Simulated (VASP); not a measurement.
Pb (fcc) relaxed at rising pressure, in one space group throughout; other phases were not tried. The pressures are those reached. Calculation: LDA (Ceperley-Alder, Perdew-Zunger), VASP's LDA PAW potentials (set 64) (plane waves; VASP).

```json
[
 {"P (GPa)": "0.09", "V (Å³/atom)": "29.020", "k-mesh": "13×13×13"},
 {"P (GPa)": "4.99", "V (Å³/atom)": "26.886", "k-mesh": "13×13×13"},
 {"P (GPa)": "9.94", "V (Å³/atom)": "25.397", "k-mesh": "13×13×13"},
 {"P (GPa)": "19.99", "V (Å³/atom)": "23.331", "k-mesh": "14×14×14"},
 {"P (GPa)": "29.91", "V (Å³/atom)": "21.909", "k-mesh": "14×14×14"}
]
```

A change of mesh leaves a small step in the series.

**Question.** Fit an equation of state and predict the volume at 45.03 GPa.

**Answer.** Least squares on the third-order Birch-Murnaghan form, P = (3B0/2)(y⁷ − y⁵)[1 + (3/4)(B′ − 4)(y² − 1)] with y = (V0/V)^(1/3), gives V0 = 29.060 Å³/atom, B0 = 53 GPa and B′ = 4.8, and so 20.367 Å³/atom. The run gave 20.368 Å³/atom, +0.0 % from the fit.

Pressures at which the relaxation failed are left out.

The compound is Pb in the fcc structure.
